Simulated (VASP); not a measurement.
# AlW3C4 (Pmm2) in VASP: equation of state

Aim: energy against volume of AlW3C4 in PBE, for its equilibrium volume and stiffness.

Program: VASP 6.6.1. These are calculated values, not measurements. Logs are shortened: lines on timing, memory, paths and dates and some standing lists are left out, and cuts for length are marked.

## 1. The crystal as given

It takes space group Pmm2 (No. 25, orthorhombic). Conventional cell: a = 2.832 Å, b = 2.947 Å, c = 10.138 Å, α = 90.00°, β = 90.00°, γ = 90.00°. W (site symmetry mm2) has 6 C at 2.15 to 2.21 Å as nearest neighbours. W (site symmetry mm2) has 6 C at 2.20 to 2.21 Å as nearest neighbours. W (site symmetry mm2) is surrounded by 6 C at 2.19 to 2.20 Å. Around Al (site symmetry mm2) lie 6 C at 2.19 to 2.36 Å. C (site symmetry mm2) has 4 W at 2.19 Å and 2 Al at 2.36 Å as nearest neighbours. C (site symmetry mm2) has 2 W at 2.15 Å and 4 Al at 2.19 Å as nearest neighbours. Around C (site symmetry mm2) lie 6 W at 2.20 to 2.21 Å. Around C (site symmetry mm2) lie 6 W at 2.20 to 2.21 Å.

The cell comes from a database or a generator and needn't be the stable form of this composition.

## 2. Equation of state, PBE, 9.94 Å³/atom (volume scaled by 0.94)

Input file INCAR:

```
SYSTEM = AlW3C4
PREC = Accurate ; ENCUT = 520
EDIFF = 1E-7 ; ISMEAR = -1
SIGMA = 0.05 ; LREAL = .False.
LASPH = .True. ; NELM = 100
ALGO = Normal ; ISIF = 2
LWAVE = .False. ; LCHARG = .False.
GGA = PE ; NBANDS = 40
```

Input file KPOINTS:

```
regular mesh
0
Gamma
  9 9 3
  0 0 0
```

Input file POSCAR:

```
AlW3C4
1.0
    2.7745444292      0.0000000000      0.0000000000
    0.0000000000      2.8872379743      0.0000000000
    0.0000000000      0.0000000000      9.9309969500
W Al C
3 1 4
Direct
    0.0000000000      0.5000000000      0.5016550000
    0.0000000000      0.0000000000      0.2513470000
    0.0000000000      0.5000000000      0.0018810000
    0.0000000000      0.0000000000      0.7388960000
    0.5000000000      0.0000000000      0.9255220000
    0.5000000000      0.5000000000      0.6616870000
    0.5000000000      0.0000000000      0.4176690000
    0.5000000000      0.5000000000      0.1680440000
```

Potentials or basis: VASP PAW PBE potentials, release 64 (W_sv, Al, C).

On the command line:

```sh
$ cat potpaw_PBE.64/W_sv/POTCAR potpaw_PBE.64/Al/POTCAR potpaw_PBE.64/C/POTCAR > POTCAR
$ mpirun -np 1 vasp_std > vasp.out
```

OUTCAR:

```text
SYSTEM = AlW3C4
   PREC = Accurate
   ENCUT = 520
   EDIFF = 1E-7
   ISMEAR = -1
   LREAL = .False.
   LASPH = .True.
   NELM = 100
   ISIF = 2
   GGA = PE

 Found     50 irreducible k-points:

 Following reciprocal coordinates:
            Coordinates               Weight
  0.000000  0.000000  0.000000      1.000000
  0.111111  0.000000  0.000000      2.000000
  0.222222  0.000000  0.000000      2.000000
  0.333333  0.000000  0.000000      2.000000
  0.444444  0.000000  0.000000      2.000000
  0.000000  0.111111  0.000000      2.000000
   k-points           NKPTS =     50   k-points in BZ     NKDIM =     50   number of bands    NBANDS=     40
   number of dos      NEDOS =    301   number of ions     NIONS =      8
   total plane-waves  NPLWV =  46080
   dimension x,y,z NGX =    24 NGY =   24 NGZ =   80
   dimension x,y,z NGXF=    48 NGYF=   48 NGZF=  160
   ions per type =               3   1   4
   NGX,Y,Z   is equivalent  to a cutoff of  14.38, 13.82, 13.39 a.u.
   NGXF,Y,Z  is equivalent  to a cutoff of  28.76, 27.64, 26.78 a.u.
 SYSTEM =  AlW3C4
   PREC   = accura    normal or accurate (medium, high low for compatibility)
   ISTART =      0    job   : 0-new  1-cont  2-samecut
   ICHARG =      2    charge: 1-file 2-atom 10-const
   ISPIN  =      1    spin polarized calculation?
   LNONCOLLINEAR =      F non collinear calculations
   LSORBIT =      F    spin-orbit coupling
   LASPH  =      T    aspherical Exc in radial PAW
   ENCUT  =  520.0 eV  38.22 Ry    6.18 a.u.   5.16  5.37 18.47*2*pi/ulx,y,z
   NELM   =    100;   NELMIN=  2; NELMDL= -5     # of ELM steps
   EDIFF  = 0.1E-06   stopping-criterion for ELM
   LREAL  =      F    real-space projection
   EDIFFG = 0.1E-05   stopping-criterion for IOM
   NSW    =      0    number of steps for IOM
   IBRION =     -1    ionic relax: 0-MD 1-quasi-New 2-CG
   NFREE  =      0    steps in history (QN), initial steepest desc. (CG)
   ISIF   =      2    stress and relaxation
   ISYM   =      2    0-nonsym 1-usesym 2-fastsym
   POTIM  = 0.5000    time-step for ionic-motion
   TEBEG  =    0.0;   TEEND  =   0.0 temperature during run
   PSTRESS=    0.0 pullay stress
   NELECT =      61.0000    total number of electrons
   NUPDOWN=      -1.0000    fix difference up-down
   EMIN   =  10.00;   EMAX   =-10.00  energy-range for DOS
   EFERMI =   0.00;   METHOD = LEGACY
   ISMEAR =    -1;   SIGMA  =   0.05  broadening in eV -4-tet -1-fermi 0-gaus
   EFERMI_NEDOS =   21; number of points for ismear=-14 and -15
   IALGO  =     38    algorithm
   IMIX   =      4    mixing-type and parameters
     AMIX     =   0.40;   BMIX     =  1.00
     AMIX_MAG =   1.60;   BMIX_MAG =  1.00
  volume/ion in A,a.u.               =       9.94        67.11
  Fermi-wavevector in a.u.,A,eV,Ry     =   1.498405  2.831574 30.548019  2.245216
  Thomas-Fermi vector in A             =   2.610168
   LORBIT       =      0    0 simple, 1 ext, 2 COOP (PROOUT), +10 PAW based schemes
   GGA     = PE    functional components
   LHFCALC =     F    Hartree Fock is set to
   AEXX    =    0.0000 exact exchange contribution
   IVDW    =     0    specifies the selected vdW correction
   LEPSILON=     F    determine dielectric tensor
   LRPA    =     F    only Hartree local field effects (RPA)
 non-spin polarized calculation
  energy-cutoff  :      520.00
  volume of cell :       79.55
 maximum number of plane-waves:      2167
 NGX is ok and might be reduce to    24
   NGX = 11   NGY = 11   NGZ = 37

 number of electron      61.0000000 magnetization

 Free energy of the ion-electron system (eV)
  ---------------------------------------------------
  ext. energy  EPLUGINS =         0.00000000
  ---------------------------------------------------
  free energy    TOTEN  =       -77.82700694 eV

  energy without entropy =      -77.80484539  energy(sigma->0) =      -77.81592617

 E-fermi :  11.0174     XC(G=0): -13.3977

 val. band max:       10.9770929143   @ k =   0.2222   0.2222   0.3333
 cond. band min:      11.0280386842   @ k =   0.4444   0.1111   0.0000
 fundamental gap:      0.0509457699
 Fermi energy:        11.0174382030

 k-point     1 :       0.0000    0.0000    0.0000
  band No.  band energies     occupation
      1     -63.1230      2.00000
      2     -62.8262      2.00000
      3     -62.7312      2.00000
      4     -27.7014      2.00000
      5     -27.2889      2.00000
      6     -27.0979      2.00000
      7     -27.0309      2.00000
      8     -26.8914      2.00000
      9     -26.8757      2.00000
     10     -26.7846      2.00000
     11     -26.7822      2.00000
     12     -26.6547      2.00000
     13      -3.8254      2.00000
     14      -2.5267      2.00000
     15      -2.2033      2.00000
     16      -0.2841      2.00000
     17       3.4829      2.00000
     18       5.0771      2.00000
     19       5.7110      2.00000
     20       6.6964      2.00000
     21       7.2515      2.00000
[... 129 lines left out ...]
     22       7.0623      2.00000
     23       7.0641      2.00000
     24       7.5003      2.00000
     25       7.6849      2.00000
     26       8.2517      2.00000
     27       9.0030      2.00000
     28       9.8714      2.00000
     29      10.1798      2.00000
     30      10.2163      2.00000
     31      11.4958      0.00014
     32      12.1119      0.00000
     33      13.1765      0.00000
     34      13.7929      0.00000
     35      14.0624      0.00000
     36      14.4018      0.00000
     37      14.8335      0.00000
     38      15.3660      0.00000
     39      16.7144      0.00000
     40      17.0461      0.00000

 k-point     5 :       0.4444    0.0000    0.0000
  band No.  band energies     occupation
      1     -63.0707      2.00000
      2     -62.7736      2.00000
      3     -62.6787      2.00000
      4     -27.8984      2.00000
      5     -27.6486      2.00000
      6     -27.5759      2.00000
      7     -27.5103      2.00000
      8     -27.1701      2.00000
      9     -27.0020      2.00000
     10     -26.7970      2.00000
     11     -26.7784      2.00000
     12     -26.6972      2.00000
     13      -0.5769      2.00000
     14      -0.4565      2.00000
     15       0.0102      2.00000
     16       0.8602      2.00000
     17       2.4523      2.00000
     18       3.6909      2.00000
     19       3.7731      2.00000
     20       4.4982      2.00000
     21       6.4956      2.00000
     22       6.5192      2.00000
     23       7.2232      2.00000
     24       7.4439      2.00000
     25       7.8748      2.00000
     26       8.1346      2.00000
     27       8.8970      2.00000
     28       9.7700      2.00000
     29      10.5043      1.99993
     30      10.7321      1.99338
     31      11.1659      0.09759
     32      11.8092      0.00000
     33      12.6019      0.00000
     34      14.4244      0.00000
     35      14.8566      0.00000
     36      15.0591      0.00000
     37      15.8713      0.00000
     38      15.9638      0.00000
     39      16.4085      0.00000
     40      16.4832      0.00000

 k-point     6 :       0.0000    0.1111    0.0000
  band No.  band energies     occupation
      1     -63.1191      2.00000
      2     -62.8222      2.00000
      3     -62.7277      2.00000
      4     -27.6846      2.00000
      5     -27.3000      2.00000
      6     -27.1604      2.00000
      7     -27.0231      2.00000
      8     -26.9841      2.00000
      9     -26.8586      2.00000
     10     -26.8544      2.00000
     11     -26.7747      2.00000
     12     -26.6485      2.00000
     13      -3.5868      2.00000
     14      -2.3081      2.00000
     15      -2.0216      2.00000
     16      -0.1254      2.00000
     17       3.5840      2.00000
     18       5.0443      2.00000
     19       5.5407      2.00000
     20       6.8009      2.00000
     21       7.1854      2.00000
     22       7.3916      2.00000
     23       7.5016      2.00000
     24       7.6609      2.00000
     25       8.4419      2.00000
     26       8.5098      2.00000
     27       9.8091      2.00000
     28      10.0349      2.00000
     29      10.1086      2.00000
     30      10.3333      2.00000
     31      10.5311      1.99988
     32      13.1097      0.00000
     33      13.6949      0.00000
     34      14.1500      0.00000
     35      14.6526      0.00000
     36      14.7660      0.00000
     37      15.6972      0.00000
     38      15.9257      0.00000
     39      16.0570      0.00000
     40      16.0920      0.00000

 [... further k-points ...]

------------------------ aborting loop because EDIFF is reached ----------------------------------------

  FORCE on cell =-STRESS in cart. coord.  units (eV):
  Direction    XX          YY          ZZ          XY          YZ          ZX
  --------------------------------------------------------------------------------------
  -------------------------------------------------------------------------------------
  Total       12.2616237     10.1338678     10.0781729      0.0000000      0.0000000      0.0000000
  in kB      246.9400044    204.0885794    202.9669255      0.0000000      0.0000000      0.0000000
  external PRESSURE =     217.9985031 kB  Pullay stress =       0.0000000 kB

 VOLUME and BASIS-vectors are now :
 -----------------------------------------------------------------------------
  energy-cutoff  :      520.00
  volume of cell :       79.55
      direct lattice vectors                 reciprocal lattice vectors
     2.774544429  0.000000000  0.000000000     0.360419530  0.000000000  0.000000000
     0.000000000  2.887237974  0.000000000     0.000000000  0.346351776  0.000000000
     0.000000000  0.000000000  9.930996950     0.000000000  0.000000000  0.100694825

 POSITION                                       TOTAL-FORCE (eV/Angst)
 -----------------------------------------------------------------------------------
      0.00000      1.44362      4.98193         0.000000      0.000000      0.048782
      0.00000      0.00000      2.49613         0.000000      0.000000      0.028075
      0.00000      1.44362      0.01868         0.000000      0.000000     -0.378469
      0.00000      0.00000      7.33797         0.000000      0.000000      0.341172
      1.38727      0.00000      9.19136         0.000000      0.000000     -0.421265
      1.38727      1.44362      6.57121         0.000000      0.000000      0.377260
      1.38727      0.00000      4.14787         0.000000      0.000000      0.001292
      1.38727      1.44362      1.66884         0.000000      0.000000      0.003153
 -----------------------------------------------------------------------------------
    total drift:                                0.000000      0.000000      0.000055

  FREE ENERGIE OF THE ION-ELECTRON SYSTEM (eV)
  ---------------------------------------------------
  free  energy   TOTEN  =       -77.8270069361 eV

  energy  without entropy=      -77.8048453939  energy(sigma->0) =      -77.81592617
```

It took 3.3 min on 1 thread of Intel Xeon Platinum 8259CL at 2.50GHz (Skylake/Cascade Lake), shared host; peak memory 0.28 GiB.

What came out:

| Quantity | Value |
| --- | --- |
| Free energy | -77.8270 eV |
| Pressure | 21.8 GPa |
| Largest force | 0.421 eV/Å |
| Band gap on the k mesh | none (metal or under the smearing width) |

## 3. Equation of state, PBE, 10.16 Å³/atom (volume scaled by 0.96)

Input file INCAR:

```
ALGO = Normal
EDIFF = 1E-7
ENCUT = 520
GGA = PE
ISIF = 2
ISMEAR = -1
LASPH = T
LCHARG = F
LREAL = F
LWAVE = F
NBANDS = 40
NELM = 80
PREC = Accurate
SIGMA = 0.05
```

Input file KPOINTS:

```
k-points
0
Gamma
  9 9 3
```

POSCAR: that of step 2 with these lines changed.

```diff
@@ -2,5 +2,5 @@
 1.0
-    2.7745444292      0.0000000000      0.0000000000
-    0.0000000000      2.8872379743      0.0000000000
-    0.0000000000      0.0000000000      9.9309969500
+    2.7940841183      0.0000000000      0.0000000000
+    0.0000000000      2.9075713061      0.0000000000
+    0.0000000000      0.0000000000     10.0009358526
 W Al C
```

Potentials or basis: VASP PAW PBE potentials, release 64 (W_sv, Al, C).

On the command line:

```sh
$ cat potpaw_PBE.64/W_sv/POTCAR potpaw_PBE.64/Al/POTCAR potpaw_PBE.64/C/POTCAR > POTCAR
$ mpirun -np 1 vasp_std > vasp.out
```

It took 3.2 min on 1 thread of Intel Xeon Platinum 8259CL at 2.50GHz (Skylake/Cascade Lake), shared host; peak memory 0.28 GiB.

The run converged. Its results:

| Property | Result |
| --- | --- |
| Free energy | -78.0128 eV |
| Pressure | 13.4 GPa |
| Largest force | 0.247 eV/Å |
| Band gap on the k mesh | none (metal or under the smearing width) |

## 4. Equation of state, PBE, 10.37 Å³/atom (volume scaled by 0.98)

Input file INCAR:

```
ALGO = Normal
EDIFF = 1E-7
ENCUT = 520
GGA = PE
ISIF = 2
ISMEAR = -1
LASPH = True
LCHARG = False
LREAL = False
LWAVE = False
NBANDS = 40
NELM = 100
PREC = Accurate
SIGMA = 0.05
```

KPOINTS is that of step 3.

POSCAR: that of step 3 with these lines changed.

```diff
@@ -2,5 +2,5 @@
 1.0
-    2.7940841183      0.0000000000      0.0000000000
-    0.0000000000      2.9075713061      0.0000000000
-    0.0000000000      0.0000000000     10.0009358526
+    2.8133542729      0.0000000000      0.0000000000
+    0.0000000000      2.9276241556      0.0000000000
+    0.0000000000      0.0000000000     10.0699100035
 W Al C
```

On the command line:

```sh
$ cat potpaw_PBE.64/W_sv/POTCAR potpaw_PBE.64/Al/POTCAR potpaw_PBE.64/C/POTCAR > POTCAR
$ mpirun -np 1 vasp_std > vasp.out
```

Wall time 3.3 min (1 thread of Intel Xeon Platinum 8259CL at 2.50GHz (Skylake/Cascade Lake), shared host); peak memory 0.28 GiB.

It converged, with:

```yaml
Free_energy: -78.1140 eV
Pressure: 5.8 GPa
Largest_force: 0.154 eV/Å
Band_gap_on_the_k_mesh: none (metal or under the smearing width)
```

## 5. Equation of state, PBE, 10.79 Å³/atom (volume scaled by 1.02)

Input file INCAR:

```
SYSTEM = AlW3C4
  PREC = Accurate
  ENCUT = 520
  EDIFF = 1E-7
  ISMEAR = -1
  SIGMA = 0.05
  LREAL = .False.
  LASPH = .True.
  NELM = 100
  ALGO = Normal
  ISIF = 2
  LWAVE = .False.
  LCHARG = .False.
  GGA = PE
  NBANDS = 40
```

Input file KPOINTS:

```
regular mesh
0
Gamma
  9 9 3
  0 0 0
```

POSCAR: that of step 4 with these lines changed.

```diff
@@ -2,5 +2,5 @@
 1.0
-    2.8133542729      0.0000000000      0.0000000000
-    0.0000000000      2.9276241556      0.0000000000
-    0.0000000000      0.0000000000     10.0699100035
+    2.8511219241      0.0000000000      0.0000000000
+    0.0000000000      2.9669258139      0.0000000000
+    0.0000000000      0.0000000000     10.2050927116
 W Al C
```

On the command line:

```sh
$ cat potpaw_PBE.64/W_sv/POTCAR potpaw_PBE.64/Al/POTCAR potpaw_PBE.64/C/POTCAR > POTCAR
$ mpirun -np 1 vasp_std > vasp.out
```

It took 3.9 min on 1 thread of Intel Xeon Platinum 8259CL at 2.50GHz (Skylake/Cascade Lake), shared host; peak memory 0.29 GiB.

It converged, with:

| Property | Result |
| --- | --- |
| Free energy | -78.0956 eV |
| Pressure | -7.2 GPa |
| Largest force | 0.251 eV/Å |
| Band gap on the k mesh | none (metal or under the smearing width) |

## 6. Equation of state, PBE, 11.00 Å³/atom (volume scaled by 1.04)

Input file INCAR:

```
SYSTEM = AlW3C4
ALGO = Normal
EDIFF = 1E-7
ENCUT = 520
GGA = PE
ISIF = 2
ISMEAR = -1
LASPH = .TRUE.
LCHARG = .FALSE.
LREAL = .FALSE.
LWAVE = .FALSE.
NBANDS = 40
NELM = 100
PREC = Accurate
SIGMA = 0.05
```

Input file KPOINTS:

```
k-points
0
G
  9 9 3
  0 0 0
```

POSCAR: that of step 5 with these lines changed.

```diff
@@ -2,5 +2,5 @@
 1.0
-    2.8511219241      0.0000000000      0.0000000000
-    0.0000000000      2.9669258139      0.0000000000
-    0.0000000000      0.0000000000     10.2050927116
+    2.8696362216      0.0000000000      0.0000000000
+    0.0000000000      2.9861921058      0.0000000000
+    0.0000000000      0.0000000000     10.2713614043
 W Al C
```

Potentials or basis: VASP PAW PBE potentials, release 64 (W_sv, Al, C).

On the command line:

```sh
$ cat potpaw_PBE.64/W_sv/POTCAR potpaw_PBE.64/Al/POTCAR potpaw_PBE.64/C/POTCAR > POTCAR
$ mpirun -np 1 vasp_std > vasp.out
```

It took 4.7 min on 1 thread of Intel Xeon Platinum 8259CL at 2.50GHz (Skylake/Cascade Lake), shared host; peak memory 0.29 GiB.

It converged, with:

```
Free energy            : -77.9905 eV
Pressure               : -12.7 GPa
Largest force          : 0.379 eV/Å
Band gap on the k mesh : none (metal or under the smearing width)
```

## 7. Equation of state, PBE, 11.21 Å³/atom (volume scaled by 1.06)

Input file INCAR:

```
PREC = Accurate
ENCUT = 520
EDIFF = 1E-7
ISMEAR = -1
SIGMA = 0.05
LREAL = F
LASPH = T
NELM = 80
ALGO = Normal
ISIF = 2
LWAVE = F
LCHARG = F
GGA = PE
NBANDS = 40
```

Input file KPOINTS:

```
regular mesh
0
Gamma
  9 9 3
```

POSCAR: that of step 6 with these lines changed.

```diff
@@ -2,5 +2,5 @@
 1.0
-    2.8696362216      0.0000000000      0.0000000000
-    0.0000000000      2.9861921058      0.0000000000
-    0.0000000000      0.0000000000     10.2713614043
+    2.8879146522      0.0000000000      0.0000000000
+    0.0000000000      3.0052129505      0.0000000000
+    0.0000000000      0.0000000000     10.3367858523
 W Al C
```

On the command line:

```sh
$ cat potpaw_PBE.64/W_sv/POTCAR potpaw_PBE.64/Al/POTCAR potpaw_PBE.64/C/POTCAR > POTCAR
$ mpirun -np 1 vasp_std > vasp.out
```

Wall time 3.3 min (1 thread of Intel Xeon Platinum 8259CL at 2.50GHz (Skylake/Cascade Lake), shared host); peak memory 0.29 GiB.

Results (log left out):

```
Free energy            : -77.8301 eV
Pressure               : -17.7 GPa
Largest force          : 0.497 eV/Å
Band gap on the k mesh : none (metal or under the smearing width)
```

## 8. Equation of state, PBE

This step only gathers the single runs of the series.

What came out:

| Property | Result |
| --- | --- |
| Equilibrium volume | 10.55 Å³/atom |
| Bulk modulus at fixed shape and positions | 328 GPa |
| Pressure derivative of the bulk modulus | 4.3 |

Energy against volume, from the lowest point:
```
volume (Å³/atom)  energy (meV/atom)
           9.944              39.00
          10.156              15.78
          10.368               3.13
          10.579               0.00
          10.791               5.43
          11.002              18.56
          11.214              38.61
```

Caveat: the cell was scaled at fixed shape and fractional positions, which overstates the stiffness of a crystal with free parameters, most of all of layers and chains. The run has no spin-orbit coupling, so splittings on W are missing.
